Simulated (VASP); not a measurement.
An input for Ansatz (written as the equivalent of a VASP run, and not itself run):

Ansatz 0.2 input:
```yaml
crystal:
  lattice:
    - [4.5746555, 0.0000000, 0.0000000]
    - [0.0000000, 4.5746555, 0.0000000]
    - [0.0000000, 0.0000000, 4.5746555]
  atoms:
    - { symbol: Cs, position: [0.0000000, 0.0000000, 0.0000000] }
    - { symbol: Br, position: [0.5000000, 0.5000000, 0.5000000] }
kpoints:
  mp_grid: { grid: [5, 5, 5] }
hamiltonian:
  xc: rpbe
  pseudopotentials: { kind: paw }
scf:
  occupations: { method: gaussian, width: 0.05 }
  max_iter: 100
relax:
  max_steps: 60
  f_tol: 0.01
  cell: {}
output: { forces: true, stress: true, eigenvalues: true }
```

Q: Write the VASP files for the same calculation (RPBE).

A: One answer among several that fit: 
File POSCAR:
```
CsBr
1.0
  4.5746554945   0.0000000000   0.0000000000
  0.0000000000   4.5746554945   0.0000000000
  0.0000000000   0.0000000000   4.5746554945
Cs Br
1 1
Cartesian
  0.0000000000   0.0000000000   0.0000000000
  2.2873277472   2.2873277472   2.2873277472
```

INCAR:
```
ALGO=Normal
EDIFF=1E-6
EDIFFG=-0.01
ENCUT=520
GGA=RP
IBRION=2
ISIF=3
ISMEAR=0
LASPH=.TRUE.
LCHARG=.FALSE.
LMAXMIX=4
LREAL=.FALSE.
LWAVE=.FALSE.
NELM=100
NSW=60
PREC=Accurate
SIGMA=0.05
SYSTEM=CsBr
```

File KPOINTS:
```
Automatic mesh
0
Gamma
5 5 5
0 0 0
```

POTCAR, in this order: Cs_sv Br (PBE.64 set). Program: vasp_std.

Limits of the translation: each code has its own PAW files, so the cut-off isn't converted (ENCUT is set for VASP's; basis.ecutwfc is left out, and Ansatz then takes the one that its files recommend); Ansatz stops its SCF on the density residual and VASP on the energy change (EDIFF).

The compound is CsBr in the CsCl type structure. This run relaxes it. Symmetry was kept, so distortions that lower it aren't found. The start is the result of an earlier pass.
